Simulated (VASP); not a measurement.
Input for VASP

### KPOINTS
```
Automatic mesh
0
Gamma
5 5 3
0 0 0
```

POSCAR:
```
YP
1
    4.3470840000     0.0000000000     0.0000000000
   -2.1735420000     3.7646850000     0.0000000000
    0.0000000000     0.0000000000     7.1195200000
Y P
2 2
Direct
  0.6666670000   0.3333330000   0.0000000000
  0.3333330000   0.6666670000   0.5000000000
  0.6666670000   0.3333330000   0.6252000000
  0.3333330000   0.6666670000   0.1252000000
```

### INCAR
```
SYSTEM = YP
PREC = Accurate
ENCUT = 400
EDIFF = 1E-6
NELM = 100
ALGO = Normal
LREAL = .FALSE.
LASPH = .TRUE.
ISMEAR = 0
SIGMA = 0.05
GGA = PE
LMAXMIX = 4
LWAVE = .FALSE.
LCHARG = .FALSE.
ISIF = 2
NBANDS = 15
```

POTCAR, in this order: Y_sv P (PBE.64 set). Program: vasp_std.

Output of the run:

### standard output
```
 POSCAR found type information on POSCAR Y P
 POSCAR found :  2 types and       4 ions
 Reading from existing POTCAR
 Reading from existing POTCAR
 LDA part: xc-table for (Slater+PW92), standard interpolation

 -----------------------------------------------------------------------------
|                                                                             |
|     EEEEEEE  RRRRRR   RRRRRR   OOOOOOO  RRRRRR      ###     ###     ###     |
|     E        R     R  R     R  O     O  R     R     ###     ###     ###     |
|     E        R     R  R     R  O     O  R     R     ###     ###     ###     |
|     EEEEE    RRRRRR   RRRRRR   O     O  RRRRRR       #       #       #      |
|     E        R   R    R   R    O     O  R   R                               |
|     E        R    R   R    R   O     O  R    R      ###     ###     ###     |
|     EEEEEEE  R     R  R     R  OOOOOOO  R     R     ###     ###     ###     |
|                                                                             |
|     The number of bands is not sufficient to hold all electrons. I am       |
|     sorry, but this calculation does not make sense. If you want to         |
|     calculate only selected states, you need to set either EFERMI or        |
|     EREF. EREF specifies around which energy states are supposed to be      |
|     calculated.                                                             |
|     I found NBANDS = 15, NELECT = 32.                                       |
|                                                                             |
|       ---->  I REFUSE TO CONTINUE WITH THIS SICK JOB ... BYE!!! <----       |
|                                                                             |
 -----------------------------------------------------------------------------
```

Question: Read the log: what went wrong, and how is it fixed?

Answer: The cause: NBANDS is too small to hold all electrons. VASP stops with an error: The number of bands is not sufficient to hold all electrons. I am sorry, but this calculation does not make sense. If you want to calculate only selected states, you need to set either EFERMI or EREF. EREF specifies around which energy states are supposed to be calculated. I found NBANDS = 15, NELECT = 32. ----> I REFUSE TO CONTINUE WITH THIS SICK JOB ... BYE!!! <---- To mend it, remove NBANDS.

The mended run (PBE GGA, plane waves, VASP's PBE PAW potentials (set 64)) converges, and its OSZICAR ends with
```
   1 F= -.28176177E+02 E0= -.28176177E+02  d E =-.324991E-13
```

The structure was generated: YP was put into the wurtzite type (P6_3mc), which need not be its known phase. The cell was not relaxed at this level.
